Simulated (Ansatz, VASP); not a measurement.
One calculation of Ba2AlO, two programs

Contents of INCAR:

```
ALGO = Normal ; EDIFF = 1E-6
ENCUT = 520 ; GGA = PE
ISIF = 2 ; ISMEAR = 0
LASPH = T ; LCHARG = F
LREAL = F ; LWAVE = F
NBANDS = 22 ; NELM = 100
PREC = Accurate ; SIGMA = 0.1
```

KPOINTS

```
k-points
0
Gamma
  4 4 4
```

Contents of POSCAR:

```
Ba2AlO
1.0
    0.0000000000      3.9240197700      4.5219861300
    3.3719157700      0.0000000000      4.5219861300
    3.3719157700      3.9240197700      0.0000000000
Ba Al O
2 1 1
Direct
    0.0000000000      0.5000000000      0.0000000000
    0.5000000000      0.0000000000      0.5000000000
    0.0000000000      0.0000000000      0.0000000000
    0.5000000000      0.5000000000      0.5000000000
```

Input for Ansatz:

```yaml
crystal:
  lattice:
    - [0.0, 3.92401977, 4.52198613]
    - [3.37191577, 0.0, 4.52198613]
    - [3.37191577, 3.92401977, 0.0]
  atoms:
    - { symbol: Ba, position: [0.0, 0.5, 0.0] }
    - { symbol: Ba, position: [0.5, 0.0, 0.5] }
    - { symbol: Al, position: [0.0, 0.0, 0.0] }
    - { symbol: O, position: [0.5, 0.5, 0.5] }
basis:
  ecutwfc: 420
kpoints:
  mp_grid: { grid: [4, 4, 4] }
hamiltonian:
  xc: pbe
scf:
  occupations: { method: gaussian, width: 0.1 }
  lower_state_search: "off"
output:
  forces: true
  stress: true
  eigenvalues: true
```

Alike in both runs: task single point; functional PBE; k mesh 4 × 4 × 4; occupations gaussian, width 0.1 eV; no spin polarisation.

```csv
,VASP,Ansatz
version,VASP 6.6.1,Ansatz 0.2.0
potentials or method,"VASP PAW PBE potentials, release 64 (Ba_sv, Al, O)","scalar-relativistic, plane waves, PAW"
plane-wave cutoff (eV),520,420
valence electrons in the cell,29,29
```

```csv
,VASP,Ansatz,Ansatz less VASP
gap on the k mesh at the Fermi level (eV),none,none,-
pressure (GPa),6.6,5.6,-0.96
largest component of the traceless stress (GPa),3.82,3.36,-0.462
```

A gap of «none» marks a metal or a gap that the smearing closes.

Caveats: an odd number of electrons without spin polarisation forces a metal; a magnetic or distorted state may lie lower. The runs have no spin-orbit coupling, so splittings on Ba are missing.
